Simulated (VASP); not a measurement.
Output of a VASP run:

File OSZICAR:
```
       N       E                     dE             d eps       ncg     rms          rms(c)
DAV:   1     0.598231424780E+03    0.59823E+03   -0.23551E+04  1772   0.148E+03
DAV:   2     0.623798402042E+02   -0.53585E+03   -0.52407E+03  1774   0.414E+02
DAV:   3    -0.292180173287E+02   -0.91598E+02   -0.90060E+02  2424   0.178E+02
DAV:   4    -0.347821044627E+02   -0.55641E+01   -0.55136E+01  2336   0.457E+01
DAV:   5    -0.350352038087E+02   -0.25310E+00   -0.25260E+00  2592   0.999E+00    0.174E+01
DAV:   6    -0.348912842694E+02    0.14392E+00   -0.44278E+01  2760   0.994E+01    0.129E+01
DAV:   7    -0.324028903060E+02    0.24884E+01   -0.11661E+01  2384   0.841E+01    0.800E+00
DAV:   8    -0.327527431656E+02   -0.34985E+00   -0.57781E+00  2768   0.265E+01    0.445E+00
DAV:   9    -0.325920637704E+02    0.16068E+00   -0.21476E+00  2548   0.236E+01    0.114E+00
DAV:  10    -0.325736012445E+02    0.18463E-01   -0.19052E-01  2536   0.840E+00    0.252E-01
DAV:  11    -0.325759142258E+02   -0.23130E-02   -0.21920E-02  2848   0.212E+00    0.231E-01
DAV:  12    -0.325761583308E+02   -0.24411E-03   -0.27405E-03  2760   0.129E+00    0.885E-02
DAV:  13    -0.325762647461E+02   -0.10642E-03   -0.14701E-03  2864   0.545E-01    0.616E-02
DAV:  14    -0.325762050511E+02    0.59695E-04   -0.33448E-04  2728   0.335E-01    0.272E-02
DAV:  15    -0.325762158467E+02   -0.10796E-04   -0.52118E-05  2424   0.520E-02    0.152E-02
DAV:  16    -0.325762173600E+02   -0.15133E-05   -0.10950E-05  2336   0.486E-02    0.457E-03
DAV:  17    -0.325762178961E+02   -0.53606E-06   -0.45672E-06  1888   0.253E-02
   1 F= -.32576218E+02 E0= -.32578818E+02  d E =0.780031E-02
       N       E                     dE             ncg
       N       E                     dE             ncg
       N       E                     dE             ncg
```

OUTCAR:
```
------------------------ aborting loop because EDIFF is reached ----------------------------------------
  FORCE on cell =-STRESS in cart. coord.  units (eV):
  Direction    XX          YY          ZZ          XY          YZ          ZX
  --------------------------------------------------------------------------------------
  Total       -1.2719122     -1.2719122     -1.3103410      0.0000002      0.0000000     -0.0000000
  in kB      -12.3218497    -12.3218497    -12.6941351      0.0000018      0.0000000     -0.0000000
  external PRESSURE =     -12.4459448 kB  Pullay stress =       0.0000000 kB
  volume of cell :      165.38
      direct lattice vectors                 reciprocal lattice vectors
    -2.744370000  2.744370000  5.489673000     0.000000000  0.182191177  0.091080106
     2.744370000 -2.744370000  5.489673000     0.182191177  0.000000000  0.091080106
     2.744370000  2.744370000 -5.489673000     0.182191177  0.182191177  0.000000000
 POSITION                                       TOTAL-FORCE (eV/Angst)
 -----------------------------------------------------------------------------------
      0.00000      2.74437      2.74484         0.000000     -0.000000     -0.000000
      0.00000      0.00000      0.00000         0.000000     -0.000000     -0.000000
      2.74437      0.00000      2.74484         0.000000     -0.000000     -0.000000
      0.00000      0.00000      5.48967         0.000000     -0.000000     -0.000000
      1.32965      1.29167      1.41623        -0.005026     -0.029697      0.020949
      1.29167      4.15909     -1.41623        -0.029697      0.005026     -0.020949
      1.41472      1.45270      6.90590         0.005026      0.029697      0.020949
      1.45270     -1.41472      4.07345         0.029697     -0.005026     -0.020949
 -----------------------------------------------------------------------------------
    total drift:                               -0.000081     -0.000081     -0.000063
  FREE ENERGIE OF THE ION-ELECTRON SYSTEM (eV)
  ---------------------------------------------------
  free  energy   TOTEN  =       -32.5762178961 eV

  energy  without entropy=      -32.5840182063  energy(sigma->0) =      -32.57881800
```
(Selected blocks of OUTCAR.)

File POSCAR:
```
ZnCu2SnS4
1
   -2.7443700000     2.7443700000     5.4896730000
    2.7443700000    -2.7443700000     5.4896730000
    2.7443700000     2.7443700000    -5.4896730000
Zn Cu Sn S
1 2 1 4
Direct
  0.7500000000   0.2500000000   0.5000000000
  0.0000000000   0.0000000000   0.0000000000
  0.2500000000   0.7500000000   0.5000000000
  0.5000000000   0.5000000000   0.0000000000
  0.3643200000   0.3712400000   0.4775800000
  0.6287600000   0.1063400000   0.9930800000
  0.8936600000   0.8867400000   0.5224200000
  0.1132600000   0.6356800000   0.0069200000
```

Task: Reconstruct the remaining input files.

Result: Several could match; the one computed here: the input of the run itself, PBE GGA, plane waves, VASP's PBE PAW potentials (set 64).

**KPOINTS**
```
Automatic mesh
0
G
5 5 5
```

### INCAR
```
PREC = Accurate
GGA = PE   # PBE
ENCUT = 300   # plane-wave cut-off (eV)
SYSTEM = ZnCu2SnS4
EDIFF = 1E-6   # SCF stop (eV)
LREAL = F   # projection in real space or not
LCHARG = F
NELM = 100
SIGMA = 0.2
ISMEAR = 1
NBANDS = 42
ALGO = Normal
LWAVE = F
ISIF = 2   # forces and stress, cell fixed
LASPH = T   # aspherical one-centre terms
LMAXMIX = 4
```

### KPOINTS_OPT
```
k-points along high-symmetry lines
6
Line-mode
Reciprocal
  0.000000   0.000000   0.000000 ! GAMMA
  0.000000   0.000000   0.500000 ! X

  0.000000   0.000000   0.500000 ! X
  0.250000   0.250000   0.250000 ! P

  0.250000   0.250000   0.250000 ! P
  0.000000   0.500000   0.000000 ! N

  0.000000   0.500000   0.000000 ! N
  0.000000   0.000000   0.000000 ! GAMMA

  0.000000   0.000000   0.000000 ! GAMMA
  0.500000   0.500000  -0.500000 ! M

  0.500000   0.500000  -0.500000 ! M
  0.312479   0.687521  -0.312479 ! S

 -0.312479   0.312479   0.312479 ! S_0
  0.000000   0.000000   0.000000 ! GAMMA

  0.000000   0.000000   0.500000 ! X
 -0.124958   0.124958   0.500000 ! R

  0.500000   0.500000  -0.124958 ! G
  0.500000   0.500000  -0.500000 ! M
```

POTCAR, in this order: Zn Cu Sn_d S (PBE.64 set). Program: vasp_std.

At this cut-off the stress carries a Pulay error, which pulls relaxed volumes low.

The structure comes from a computed database's ZnCu2SnS4 entry, a phase known from measurement. The cell was not relaxed at this level. The k-mesh is coarse (spacing up to 0.32 per Å, 2π included), so the numbers may not be converged in it. The run is one of a series of settings (NBANDS = 42 against the base run), some of them coarse on purpose.
